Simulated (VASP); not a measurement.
Here is the system:

```
Ni3Sb
1.0
    0.00000     2.92122     2.92122
    2.92122     0.00000     2.92122
    2.92122     2.92122     0.00000
Ni Sb
3 1
Direct
  0.50000   0.50000   0.50000
  0.25000   0.25000   0.25000
  0.75000   0.75000   0.75000
  0.00000   0.00000   0.00000
```

Calculation: PBEsol GGA, VASP's PBE PAW potentials (set 64) (plane waves; VASP). Numerical set-up: 400 eV cut-off, 10×10×10 Γ-centred mesh, tetrahedra with Blöchl corrections, potentials Ni Sb.

Unless said otherwise, spin-orbit coupling is left out, though it shifts the bands of the heavy elements here.

Q: Predict the energy per atom (σ→0), band gap (on the k-mesh) with the smallest direct gap where there is one.

A: 
- band gap (on the k-mesh) = none (metal, semimetal or under 0.01 eV)
- energy per atom (σ→0) = -5.893 eV/atom

The structure comes from a computed database's Ni3Sb entry (Fm-3m); how it stands against other phases isn't given here. It was relaxed first. The run is not spin-polarised, so no magnetic state was tried. The electron count is odd and the run is not spin-polarised, which forces a metal.
